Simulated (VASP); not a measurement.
Data:

```yaml
crystal:
  lattice:
    - [5.19449, 0.00000, 0.00000]
    - [0.00000, 5.19449, 0.00000]
    - [0.00000, 0.00000, 5.19449]
  atoms:
    - { symbol: Sr, position: [0.00000, 0.50000, 0.50000] }
    - { symbol: Sr, position: [0.50000, 0.00000, 0.50000] }
    - { symbol: Sr, position: [0.50000, 0.50000, 0.00000] }
    - { symbol: Sb, position: [0.00000, 0.00000, 0.00000] }
    - { symbol: N, position: [0.50000, 0.50000, 0.50000] }
```

These are r2SCAN meta-GGA, VASP's PBE PAW potentials (set 64) (plane waves; VASP 6.6.1) values and carry that method's errors. Numerical set-up: 520 eV cut-off, 5×5×5 Γ-centred mesh, tetrahedra with Blöchl corrections, potentials Sr_sv Sb N.

The cores are frozen, which limits the accuracy of field gradients.

### Question
Give the principal components of the electric field gradient (V/Å²) and the asymmetry η at each nucleus.

### Answer

| atom | Vxx | Vyy | Vzz | η |
|---|---|---|---|---|
| Sr1 | 99.7 | 99.7 | -199.5 | 0.00 |
| Sr2 | 99.7 | 99.7 | -199.5 | 0.00 |
| Sr3 | 99.7 | 99.7 | -199.5 | 0.00 |
| Sb4 | 0.0 | 0.0 | 0.0 | - |
| N5 | 0.0 | 0.0 | 0.0 | - |

The structure comes from a computed database's Sr3SbN entry (Pm-3m); how it stands against other phases isn't given here. It was relaxed first.
